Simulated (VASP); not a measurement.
Data:

```
CELL_PARAMETERS angstrom
      9.17585    -4.80660     0.00041
      9.17585     4.80660     0.00041
      6.65764     0.00000     7.93570
ATOMIC_POSITIONS crystal
  Ga 0.42750 0.42769 0.42343
  Al 0.17600 0.17600 0.17600
  Al 0.07400 0.07400 0.07400
  Al 0.32160 0.33055 0.32053
  Al 0.42600 0.42600 0.92600
  Al 0.17600 0.17600 0.67600
  Al 0.07400 0.07400 0.57400
  Al 0.32400 0.32400 0.82400
  Al 0.42600 0.92600 0.42600
  Al 0.17600 0.67600 0.17600
  Al 0.07400 0.57400 0.07400
  Al 0.32400 0.82400 0.32400
  Al 0.42600 0.92600 0.92600
  Al 0.17600 0.67600 0.67600
  Al 0.07922 0.57112 0.57657
  Al 0.32400 0.82400 0.82400
  Al 0.92600 0.42600 0.42600
  Al 0.67600 0.17600 0.17600
  Al 0.57400 0.07400 0.07400
  Al 0.82400 0.32400 0.32400
  Al 0.92600 0.42600 0.92600
  Al 0.67600 0.17600 0.67600
  Al 0.57150 0.07890 0.56904
  Al 0.82400 0.32400 0.82400
  Al 0.92600 0.92600 0.42600
  Al 0.67600 0.67600 0.17600
  Al 0.57774 0.56742 0.07779
  Al 0.82400 0.82400 0.32400
  Al 0.92600 0.92600 0.92600
  Al 0.67600 0.67600 0.67600
  Al 0.57400 0.57400 0.57400
  Al 0.82400 0.82400 0.82400
  O  0.22200 0.02800 0.37500
  O  0.02800 0.37500 0.22200
  O  0.27800 0.47200 0.12500
  O  0.12500 0.27800 0.47200
  O  0.47200 0.12500 0.27800
  O  0.37500 0.22200 0.02800
  O  0.22200 0.02800 0.87500
  O  0.02800 0.37500 0.72200
  O  0.27827 0.47585 0.62657
  O  0.12500 0.27800 0.97200
  O  0.47200 0.12500 0.77800
  O  0.37327 0.22831 0.52857
  O  0.22554 0.52267 0.37548
  O  0.02800 0.87500 0.22200
  O  0.27800 0.97200 0.12500
  O  0.12500 0.77800 0.47200
  O  0.46725 0.63020 0.27601
  O  0.37500 0.72200 0.02800
  O  0.22200 0.52800 0.87500
  O  0.02800 0.87500 0.72200
  O  0.27800 0.97200 0.62500
  O  0.12500 0.77800 0.97200
  O  0.47200 0.62500 0.77800
  O  0.37500 0.72200 0.52800
  O  0.72200 0.02800 0.37500
  O  0.53254 0.37637 0.21884
  O  0.77800 0.47200 0.12500
  O  0.62413 0.28222 0.46784
  O  0.97200 0.12500 0.27800
  O  0.87500 0.22200 0.02800
  O  0.72200 0.02800 0.87500
  O  0.52800 0.37500 0.72200
  O  0.77800 0.47200 0.62500
  O  0.62500 0.27800 0.97200
  O  0.97200 0.12500 0.77800
  O  0.87500 0.22200 0.52800
  O  0.72200 0.52800 0.37500
  O  0.52800 0.87500 0.22200
  O  0.77800 0.97200 0.12500
  O  0.62500 0.77800 0.47200
  O  0.97200 0.62500 0.27800
  O  0.87500 0.72200 0.02800
  O  0.72200 0.52800 0.87500
  O  0.52800 0.87500 0.72200
  O  0.77800 0.97200 0.62500
  O  0.62500 0.77800 0.97200
  O  0.97200 0.62500 0.77800
  O  0.87500 0.72200 0.52800
```
Cell charge +2.

Method: PBE GGA, VASP's PBE PAW potentials (set 64) (plane waves; VASP). Settings: PREC = Normal, LREAL = Auto, ISYM = 0, NELECT = 382.0, EDIFF = 1E-5, 400 eV cut-off, 1×1×1 Γ-centred mesh, Gaussian smearing of 0.050 eV, potentials Ga Al O.

The cell is charged, with a uniform compensating background. The supercell is sampled at Γ alone, which is coarse: total energies, pressure and levels can be off, energies of defects by several tenths of an eV.

**Question.** The ions are relaxed. Predict the relaxed structure.

**Answer.** 
```
CELL_PARAMETERS angstrom
      9.17585    -4.80660     0.00041
      9.17585     4.80660     0.00041
      6.65764     0.00000     7.93570
ATOMIC_POSITIONS crystal
  Ga 0.42830 0.42870 0.42790
  Al 0.17622 0.17647 0.17601
  Al 0.07391 0.07382 0.07371
  Al 0.32397 0.32433 0.32409
  Al 0.42620 0.42687 0.92636
  Al 0.17564 0.17582 0.67664
  Al 0.07448 0.07385 0.57349
  Al 0.32376 0.32281 0.82642
  Al 0.42680 0.92659 0.42608
  Al 0.17590 0.67689 0.17524
  Al 0.07356 0.57383 0.07446
  Al 0.32247 0.82704 0.32351
  Al 0.42621 0.92684 0.92574
  Al 0.17578 0.67689 0.67718
  Al 0.07195 0.57468 0.57463
  Al 0.32403 0.82394 0.82342
  Al 0.92636 0.42624 0.42662
  Al 0.67672 0.17569 0.17564
  Al 0.57366 0.07474 0.07337
  Al 0.82656 0.32393 0.32232
  Al 0.92626 0.42624 0.92643
  Al 0.67732 0.17579 0.67648
  Al 0.57468 0.07216 0.57413
  Al 0.82370 0.32414 0.82363
  Al 0.92652 0.92621 0.42607
  Al 0.67662 0.67764 0.17537
  Al 0.57458 0.57504 0.07137
  Al 0.82388 0.82372 0.32380
  Al 0.92619 0.92637 0.92613
  Al 0.67623 0.67631 0.67590
  Al 0.57389 0.57396 0.57367
  Al 0.82402 0.82406 0.82358
  O  0.22137 0.02893 0.37457
  O  0.02870 0.37486 0.22134
  O  0.27817 0.47163 0.12506
  O  0.12505 0.27831 0.47134
  O  0.47145 0.12535 0.27804
  O  0.37475 0.22172 0.02853
  O  0.22122 0.02872 0.87505
  O  0.02864 0.37487 0.72144
  O  0.27127 0.47310 0.63341
  O  0.12444 0.27881 0.97214
  O  0.47109 0.12577 0.77778
  O  0.37581 0.21629 0.52916
  O  0.21604 0.52977 0.37557
  O  0.02873 0.87523 0.22101
  O  0.27875 0.97253 0.12407
  O  0.12542 0.77842 0.47104
  O  0.47269 0.63413 0.27076
  O  0.37494 0.72182 0.02793
  O  0.22108 0.52942 0.87608
  O  0.02868 0.87539 0.72127
  O  0.27828 0.97071 0.62515
  O  0.12502 0.77927 0.97105
  O  0.47161 0.62513 0.77836
  O  0.37510 0.72162 0.52818
  O  0.72156 0.02849 0.37463
  O  0.52950 0.37615 0.21556
  O  0.77808 0.47140 0.12518
  O  0.63363 0.27133 0.47242
  O  0.97223 0.12450 0.27851
  O  0.87532 0.22116 0.02854
  O  0.72138 0.02870 0.87506
  O  0.52839 0.37522 0.72107
  O  0.77863 0.47167 0.62481
  O  0.62541 0.27832 0.97025
  O  0.97113 0.12520 0.77901
  O  0.87612 0.22121 0.52906
  O  0.72117 0.52848 0.37488
  O  0.52922 0.87644 0.22081
  O  0.77912 0.97127 0.12492
  O  0.62508 0.77862 0.47141
  O  0.97039 0.62538 0.27814
  O  0.87517 0.72161 0.02850
  O  0.72201 0.52875 0.87399
  O  0.52877 0.87455 0.72148
  O  0.77972 0.96990 0.62533
  O  0.62564 0.77994 0.96918
  O  0.96983 0.62565 0.77959
  O  0.87440 0.72196 0.52860
```
Cell charge +2.

**Question.** How much energy does the relaxation gain?

**Answer.** The energy (σ→0) changes by -7.5 meV/atom, in 10 ionic steps.

The cell is a supercell with a defect, built from Al2O3 (corundum): Ga_Al, charge +2. The run is not spin-polarised, so no state with unpaired spins was tried.
